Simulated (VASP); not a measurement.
TaS2 (space group R3m): computed properties

Level of theory: LDA (Ceperley-Alder, Perdew-Zunger), VASP's LDA PAW potentials (set 64) (plane waves; VASP 6.6.1).

| Quantity | Value |
|---|---|
| space group | R3m (160) |
| cell | a = b = 3.2714 Å, c = 17.7130 Å, α = β = 90.00°, γ = 120.00° |
| volume per atom | 18.24 Å³/atom |
| band gap (over mesh and band path) | none (metal, semimetal or under 0.01 eV) |
| density | 7.44 g/cm³ |

```xyz
3
Lattice="1.6357 0.9444 5.9043 -1.6357 0.9444 5.9043 0.0000 -1.8887 5.9043" Properties=species:S:1:pos:R:3 pbc="T T T"
Ta     0.0000     0.0000    14.7613
S      0.0000     0.0000     7.2972
S      0.0000     0.0000    10.4095
```

Unless said otherwise, spin-orbit coupling is left out, though it shifts the bands of the heavy elements here.

The structure comes from a computed database's TaS2 entry (R3m); how it stands against other phases isn't given here. It was relaxed first, which changed the volume by -10 %. Symmetry was kept, so distortions that lower it aren't found. The electron count is odd and the run is not spin-polarised, which forces a metal.
